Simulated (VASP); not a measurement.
VASP input:

KPOINTS:
```
Automatic mesh
0
Gamma
7 7 7
0 0 0
```

POSCAR:
```
CoSi2
1
    0.0000000000     2.7336000000     2.7336000000
    2.7336000000     0.0000000000     2.7336000000
    2.7336000000     2.7336000000     0.0000000000
Co Si
1 2
Direct
  0.0000000000   0.0000000000   0.0000000000
  0.2500000000   0.2500000000   0.2500000000
  0.7500000000   0.7500000000   0.7500000000
```

### INCAR
```
SYSTEM = CoSi2
PREC = Accurate
ENCUT = 400
EDIFF = 1E-6
NELM = 60
ALGO = Normal
LREAL = .FALSE.
LASPH = .TRUE.
ISMEAR = 1
SIGMA = 0.1
GGA = PE
LMAXMIX = 4
LWAVE = .FALSE.
LCHARG = .FALSE.
ISIF = 2
IMIX = 1
AMIX = 1.2
BMIX = 0.0001
```

POTCAR, in this order: Co Si (PBE.64 set). Program: vasp_std.

What VASP printed:

**standard output**
```
...
DAV:  21    -0.272382924218E+04   -0.35289E+03   -0.34410E+04   728   0.906E+02    0.113E+03
DAV:  22    -0.236753220579E+04    0.35630E+03   -0.26590E+04   800   0.378E+02    0.115E+03
DAV:  23    -0.273040909697E+04   -0.36288E+03   -0.34607E+04   744   0.904E+02    0.115E+03
DAV:  24    -0.235551102823E+04    0.37490E+03   -0.26501E+04   796   0.381E+02    0.112E+03
DAV:  25    -0.268745806345E+04   -0.33195E+03   -0.33807E+04   720   0.897E+02    0.111E+03
DAV:  26    -0.236922498957E+04    0.31823E+03   -0.26694E+04   800   0.384E+02    0.118E+03
DAV:  27    -0.279815134311E+04   -0.42893E+03   -0.35473E+04   704   0.919E+02    0.119E+03
DAV:  28    -0.235868287676E+04    0.43947E+03   -0.26261E+04   796   0.402E+02    0.114E+03
DAV:  29    -0.270940766647E+04   -0.35072E+03   -0.34139E+04   712   0.898E+02    0.113E+03
DAV:  30    -0.237068668917E+04    0.33872E+03   -0.26897E+04   800   0.383E+02    0.117E+03
DAV:  31    -0.275551292359E+04   -0.38483E+03   -0.34843E+04   728   0.908E+02    0.117E+03
DAV:  32    -0.238762451150E+04    0.36789E+03   -0.26612E+04   800   0.375E+02    0.119E+03
DAV:  33    -0.281199848753E+04   -0.42437E+03   -0.35561E+04   712   0.913E+02    0.120E+03
DAV:  34    -0.239979458534E+04    0.41220E+03   -0.26842E+04   800   0.382E+02    0.119E+03
DAV:  35    -0.280145037377E+04   -0.40166E+03   -0.35454E+04   720   0.919E+02    0.119E+03
DAV:  36    -0.238531132399E+04    0.41614E+03   -0.26952E+04   800   0.396E+02    0.119E+03
DAV:  37    -0.275710538028E+04   -0.37179E+03   -0.34963E+04   768   0.888E+02    0.119E+03
DAV:  38    -0.236790355898E+04    0.38920E+03   -0.26600E+04   800   0.374E+02    0.115E+03
DAV:  39    -0.270936281931E+04   -0.34146E+03   -0.34310E+04   736   0.901E+02    0.115E+03
DAV:  40    -0.236174783221E+04    0.34761E+03   -0.26649E+04   800   0.379E+02    0.115E+03
DAV:  41    -0.272820211822E+04   -0.36645E+03   -0.34419E+04   720   0.915E+02    0.115E+03
DAV:  42    -0.236236344195E+04    0.36584E+03   -0.26455E+04   800   0.376E+02    0.117E+03
DAV:  43    -0.274946037576E+04   -0.38710E+03   -0.34753E+04   720   0.921E+02    0.117E+03
DAV:  44    -0.236349169502E+04    0.38597E+03   -0.26622E+04   796   0.379E+02    0.115E+03
DAV:  45    -0.274337348352E+04   -0.37988E+03   -0.34795E+04   744   0.895E+02    0.115E+03
DAV:  46    -0.237794523694E+04    0.36543E+03   -0.26927E+04   796   0.385E+02    0.114E+03
DAV:  47    -0.272701294972E+04   -0.34907E+03   -0.34392E+04   704   0.903E+02    0.114E+03
DAV:  48    -0.237164073301E+04    0.35537E+03   -0.26854E+04   800   0.383E+02    0.118E+03
DAV:  49    -0.275321576148E+04   -0.38158E+03   -0.34839E+04   744   0.904E+02    0.119E+03
DAV:  50    -0.237330681604E+04    0.37991E+03   -0.26692E+04   800   0.378E+02    0.117E+03
DAV:  51    -0.273407380370E+04   -0.36077E+03   -0.34629E+04   744   0.899E+02    0.117E+03
DAV:  52    -0.237927602111E+04    0.35480E+03   -0.26677E+04   800   0.376E+02    0.117E+03
DAV:  53    -0.272994869713E+04   -0.35067E+03   -0.34433E+04   712   0.899E+02    0.117E+03
DAV:  54    -0.236818461244E+04    0.36176E+03   -0.26717E+04   800   0.374E+02    0.116E+03
DAV:  55    -0.274653930788E+04   -0.37835E+03   -0.34679E+04   712   0.910E+02    0.116E+03
DAV:  56    -0.238023864348E+04    0.36630E+03   -0.26944E+04   800   0.383E+02    0.119E+03
DAV:  57    -0.277351855716E+04   -0.39328E+03   -0.35058E+04   728   0.914E+02    0.120E+03
DAV:  58    -0.238742732985E+04    0.38609E+03   -0.26616E+04   800   0.386E+02    0.118E+03
DAV:  59    -0.278925809850E+04   -0.40183E+03   -0.35186E+04   712   0.931E+02    0.117E+03
DAV:  60    -0.236802436565E+04    0.42123E+03   -0.26542E+04   788   0.384E+02

 -----------------------------------------------------------------------------
|                                                                             |
|           W    W    AA    RRRRR   N    N  II  N    N   GGGG   !!!           |
|           W    W   A  A   R    R  NN   N  II  NN   N  G    G  !!!           |
|           W    W  A    A  R    R  N N  N  II  N N  N  G       !!!           |
|           W WW W  AAAAAA  RRRRR   N  N N  II  N  N N  G  GGG   !            |
|           WW  WW  A    A  R   R   N   NN  II  N   NN  G    G                |
|           W    W  A    A  R    R  N    N  II  N    N   GGGG   !!!           |
|                                                                             |
|     The electronic self-consistency was not achieved in the given           |
|     number of steps (NELM). The forces and other quantities evaluated       |
|     might not be reliable so examine the results carefully. If you find     |
|     spurious results, we suggest increasing NELM, if you were close to      |
|     convergence or switching to a different ALGO or adjusting the           |
|     density mixing parameters otherwise.                                    |
|                                                                             |
 -----------------------------------------------------------------------------

   1 F= -.23680244E+04 E0= -.23680227E+04  d E =-.493602E-02
```

### OUTCAR
```
------------------------ aborting loop EDIFF was not reached (unconverged)  ----------------------------
  FORCE on cell =-STRESS in cart. coord.  units (eV):
  Direction    XX          YY          ZZ          XY          YZ          ZX
  --------------------------------------------------------------------------------------
  Total     1743.5399358   1743.5399358   1743.5399358      0.0000000      0.0000000      0.0000000
  in kB    68376.6136696  68376.6136696  68376.6136696      0.0000000      0.0000000      0.0000000
  external PRESSURE =   68376.6136696 kB  Pullay stress =       0.0000000 kB
  volume of cell :       40.85
      direct lattice vectors                 reciprocal lattice vectors
     0.000000000  2.733600000  2.733600000    -0.182908984  0.182908984  0.182908984
     2.733600000  0.000000000  2.733600000     0.182908984 -0.182908984  0.182908984
     2.733600000  2.733600000  0.000000000     0.182908984  0.182908984 -0.182908984
 POSITION                                       TOTAL-FORCE (eV/Angst)
 -----------------------------------------------------------------------------------
      0.00000      0.00000      0.00000        -0.000000      0.000000      0.000000
      1.36680      1.36680      1.36680        -0.000000     -0.000000     -0.000000
      4.10040      4.10040      4.10040         0.000000      0.000000      0.000000
 -----------------------------------------------------------------------------------
    total drift:                               -0.000000     -0.000000      0.000000
  FREE ENERGIE OF THE ION-ELECTRON SYSTEM (eV)
  ---------------------------------------------------
  free  energy   TOTEN  =     -2368.0243656481 eV

  energy  without entropy=    -2368.0194296310  energy(sigma->0) =    -2368.02272031
```
(Selected blocks of OUTCAR.)

Question: From input and log, find the fault in this run and mend it.

Answer: The cause: simple mixing (IMIX = 1) with AMIX above 1 overshoots. Convergence was not reached. Against the sound run, the energy per atom (σ→0) decreases by 782.931 eV/atom; the pressure increases by 6847.25 GPa. To mend it, remove IMIX, remove AMIX, remove BMIX.

The mended run (PBE GGA, plane waves, VASP's PBE PAW potentials (set 64)) converges, and its OSZICAR ends with
```
   1 F= -.19228452E+02 E0= -.19228349E+02  d E =-.309458E-03
```

The compound is CoSi2 in the fluorite structure. The cell was not relaxed at this level. The run is not spin-polarised, so no magnetic state was tried. The electron count is odd and the run is not spin-polarised, which forces a metal.
